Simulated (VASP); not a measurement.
The system is Bi.

```
CELL_PARAMETERS angstrom
2.26750 1.30914 3.93800
-2.26750 1.30914 3.93800
0.00000 -2.61828 3.93800
ATOMIC_POSITIONS crystal
Bi 0.23400 0.23400 0.23400
Bi 0.76600 0.76600 0.76600
```

| Property | Result |
| --- | --- |
| Program | VASP 6.6.1 |
| Task | relaxation of cell and atoms |
| Functional | rev-vdW-DF2 |
| Potentials or basis | VASP PAW PBE potentials, release 64 (Bi_d) |
| Cutoff | 600 eV |
| k mesh | 12 × 12 × 10 |
| Occupations | methfessel-paxton, width 0.1 eV |
| Spin | no spin polarisation |

At the start: pressure 1.3 GPa; volume 35.07 Å³/atom.

Question: How do energy, volume and symmetry change on relaxing?

Answer: Over 14 steps the energy falls by 4.4 meV/atom and the volume is 35.79 Å³/atom (+2.0 %); space group R-3m (No. 166, to 0.05 Å).

The path:
```
step  energy change (eV)  largest force (eV/Å)  pressure (GPa)  volume (Å³)
   1              0.0000                0.2233            1.26        70.14
   2             -0.0052                0.0353           -0.81        72.97
   3             -0.0081                0.0594           -0.04        71.88
   4             -0.0081                0.0523           -0.05        71.93
   5             -0.0081                0.0498           -0.09        71.96
   6             -0.0085                0.0323           -0.11        71.86
   7             -0.0087                0.0152           -0.15        71.77
   8             -0.0087                0.0200           -0.05        71.58
   9             -0.0088                0.0015           -0.07        71.67
  10             -0.0088                0.0001           -0.05        71.68
  11             -0.0088                0.0091           -0.05        71.72
  12             -0.0088                0.0001           -0.09        71.69
  13             -0.0088                0.0149            0.11        71.43
  14             -0.0088                0.0087            0.00        71.58
```

Final structure:
```yaml
crystal:
  lattice:
    - [2.27743, 1.31488, 3.98371]
    - [-2.27743, 1.31488, 3.98371]
    - [0.00000, -2.62975, 3.98371]
  atoms:
    - { symbol: Bi, position: [0.23520, 0.23520, 0.23520] }
    - { symbol: Bi, position: [0.76480, 0.76480, 0.76480] }
```

Caveat: the PAW data sets were made with another functional, which shifts forces and pressure a little.
